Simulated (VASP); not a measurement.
A convergence study with VASP on CsSnI₃ (cubic perovskite): one setting is varied, all else stays as given below, so the limit is that of these other settings.

```
CsSnI3
1.0
    6.22000     0.00000     0.00000
    0.00000     6.22000     0.00000
    0.00000     0.00000     6.22000
Cs Sn I
1 1 3
Direct
  0.00000   0.00000   0.00000
  0.50000   0.50000   0.50000
  0.50000   0.00000   0.50000
  0.00000   0.50000   0.50000
  0.50000   0.50000   0.00000
```

Method: PBE GGA, VASP's PBE PAW potentials (set 64) (plane waves; VASP). The tightest run used: 550 eV cut-off, 8×8×8 Monkhorst-Pack mesh, Gaussian smearing of 0.050 eV, potentials Cs_sv Sn_d I.

| setting | E (eV/atom) | pressure (GPa) | irreducible k-points |
|---|---|---|---|
| 1×1×1 mesh | -3.3431 | -0.17 | 1 |
| 2×2×2 mesh | -2.9407 | -0.33 | 1 |
| 3×3×3 mesh | -2.8433 | 0.15 | 4 |
| 4×4×4 mesh | -2.8187 | 0.33 | 4 |

Q: These are the cheaper rows. Estimate the results at 8×8×8 mesh, and how far the last row shown lies from them.

A: 
```csv
quantity,tightest run,last row shown is off by
E (eV/atom),-2.8063,-0.0124
pressure (GPa),0.46,-0.14
```

Left out are rungs that failed or repeat a setting and relaxations that didn't move; long series are thinned to 24 rows.

The compound is CsSnI3 in the cubic perovskite structure, the ideal cubic form; the compound distorts at low or room temperature. The cell was not relaxed at this level.
